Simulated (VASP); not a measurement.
Consider the following.

```
CELL_PARAMETERS angstrom
     10.93707     0.00000     0.00000
      0.00000    10.93707     0.00000
      0.00000     0.00000    10.93707
ATOMIC_POSITIONS crystal
  Si 0.50094 0.99717 0.99692
  Si 0.62958 0.12016 0.12034
  Si 0.75275 0.24876 0.99723
  Si 0.87147 0.37513 0.12213
  Si 0.75256 0.99714 0.24928
  Si 0.87133 0.12258 0.37515
  Si 0.00107 0.99736 0.99739
  Si 0.12345 0.12360 0.12334
  Si 0.25012 0.24968 0.00141
  Si 0.37748 0.37241 0.12645
  Si 0.50013 0.50002 0.00175
  Si 0.62649 0.62663 0.12333
  Si 0.75278 0.74874 0.99722
  Si 0.87766 0.87224 0.12422
  Si 0.25019 0.00142 0.24911
  Si 0.37735 0.12605 0.37238
  Si 0.50578 0.24371 0.24404
  Si 0.62372 0.37219 0.37209
  Si 0.74827 0.49957 0.24901
  Si 0.87264 0.62426 0.37475
  Si 0.50010 0.00157 0.50005
  Si 0.62653 0.12357 0.62626
  Si 0.74848 0.24967 0.49981
  Si 0.87274 0.37489 0.62517
  Si 0.75275 0.99705 0.74792
  Si 0.87742 0.12367 0.87201
  Si 0.00220 0.49878 0.00289
  Si 0.12962 0.62003 0.13367
  Si 0.25064 0.74775 0.00309
  Si 0.37468 0.87847 0.12205
  Si 0.98857 0.24315 0.24297
  Si 0.10376 0.36682 0.36709
  Si 0.26719 0.48233 0.27613
  Si 0.38302 0.64584 0.36654
  Si 0.50682 0.76144 0.24284
  Si 0.62702 0.87862 0.37535
  Si 0.00232 0.00328 0.49839
  Si 0.12992 0.13383 0.61969
  Si 0.26713 0.27547 0.48278
  Si 0.38331 0.36641 0.64597
  Si 0.47413 0.48224 0.48233
  Si 0.61591 0.62001 0.62026
  Si 0.74606 0.74726 0.49849
  Si 0.87732 0.87228 0.62314
  Si 0.25064 0.00336 0.74795
  Si 0.37461 0.12251 0.87855
  Si 0.50723 0.24292 0.76159
  Si 0.62732 0.37523 0.87913
  Si 0.74614 0.49876 0.74804
  Si 0.87735 0.62419 0.87225
  Si 0.00189 0.74755 0.25214
  Si 0.12540 0.87683 0.37458
  Si 0.99710 0.49811 0.49844
  Si 0.13053 0.61952 0.61919
  Si 0.25205 0.75265 0.49819
  Si 0.37496 0.87709 0.62524
  Si 0.00191 0.25154 0.74774
  Si 0.12517 0.37470 0.87650
  Si 0.25181 0.49808 0.75214
  Si 0.37474 0.62474 0.87687
  Si 0.49792 0.74781 0.74805
  Si 0.62614 0.87235 0.87203
  Si 0.00438 0.74546 0.74493
  Si 0.12540 0.87262 0.87245
  N  0.32290 0.42674 0.42730
```

The numbers are results of HSE06 screened hybrid, VASP's PBE PAW potentials (set 64) (plane waves; VASP), not measurements. Numerical set-up: PREC = Normal, LREAL = Auto, ISYM = 0, EDIFF = 1E-5, 400 eV cut-off, 1×1×1 Γ-centred mesh, Gaussian smearing of 0.050 eV, potentials Si N. Starting moments (MAGMOM): 65*0.0154. The cell's moment is fixed (NUPDOWN = 1).

The supercell is sampled at Γ alone, which is coarse: total energies, pressure and levels can be off, energies of defects by several tenths of an eV.

Question: Predict the cell moment, energy per atom (σ→0), largest force.

Answer: 
- cell moment: 1.00 μB
- energy per atom (σ→0): -6.213 eV/atom
- largest force: 0.508 eV/Å

Question: Give the moment on each site (PAW-sphere projection).

Answer: 
```tsv
site	moment (μB)
Si1	0.00
Si2	0.00
Si3	0.00
Si4	0.00
Si5	0.00
Si6	0.00
Si7	0.00
Si8	0.00
Si9	0.00
Si10	0.00
Si11	0.00
Si12	0.00
Si13	0.00
Si14	0.00
Si15	0.00
Si16	0.00
Si17	0.00
Si18	0.00
Si19	0.00
Si20	0.00
Si21	0.00
Si22	0.00
Si23	0.00
Si24	0.00
Si25	0.00
Si26	0.00
Si27	0.00
Si28	0.07
Si29	0.01
Si30	0.00
Si31	0.00
Si32	0.08
Si33	-0.01
Si34	0.02
Si35	0.00
Si36	0.00
Si37	0.01
Si38	0.09
Si39	-0.02
Si40	0.04
Si41	0.00
Si42	-0.01
Si43	0.00
Si44	0.01
Si45	0.01
Si46	0.00
Si47	0.00
Si48	0.00
Si49	0.00
Si50	0.00
Si51	0.00
Si52	0.00
Si53	0.00
Si54	0.00
Si55	0.00
Si56	0.00
Si57	0.00
Si58	0.00
Si59	0.00
Si60	0.00
Si61	0.00
Si62	0.00
Si63	0.00
Si64	0.01
N65	0.07
```

Total energies compare only between runs with the same potentials, cut-off and functional.

The cell is a supercell with a defect, built from Si (diamond): N_i. The cell's shape comes from a PBE relaxation.
